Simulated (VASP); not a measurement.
Runs of VASP 6.6.1 on ZnH. Symmetry: Pm-3m, No. 221, cubic system. Conventional cell: a = 2.948 Å, b = 2.948 Å, c = 2.948 Å, α = 90.00°, β = 90.00°, γ = 90.00°. Zn (site symmetry m-3m) has 8 H at 2.55 Å as nearest neighbours. H (site symmetry m-3m) has 8 Zn at 2.55 Å as nearest neighbours. The cell was built by a generator and needn't be a form met in nature.

```csv
task,level,potentials or basis,cell,cutoff (eV),smearing,gap on the mesh (eV),pressure (GPa),relaxed volume (Å³/atom)
electrostatic potential,PBE+D3,"VASP PAW PBE potentials, release 64 (Zn, H)",as given,520,gaussian 0.1 eV,none,-10.8,-
relaxation of cell and atoms,PBE,"VASP PAW PBE potentials, release 64 (Zn, H)",relaxed,600,gaussian 0.05 eV,none,0.0,(a)
single point,PBE,"VASP PAW PBE potentials, release 64 (Zn, H)",as given,520,fermi-dirac 0.05 eV,none,-9.8,-
relaxation of cell and atoms,PW91,"VASP PAW PBE potentials, release 64 (Zn, H_s)",relaxed,480,tetrahedron,none,-0.1,10.00
relaxation of cell and atoms,LDA,"VASP PAW LDA potentials, release 64 (Zn, H)",relaxed,600,gaussian 0.05 eV,none,0.0,(b)
```

Alike in all rows: no spin polarisation; k mesh 9 × 9 × 9.

Task: Estimate the missing entries.

Result: (a) 9.94; (b) 9.05.

Caveats: the volume moved by over 15 % at a fixed basis, so the end points are rough (some runs); pairwise dispersion overbinds metals, which lowers pressure and volume (some runs); the PAW data sets were made with another functional, which shifts forces and pressure a little (some runs); tetrahedron occupations give inexact forces and stress in metals (some runs).

A gap of «none» marks a metal or a gap under the smearing width.
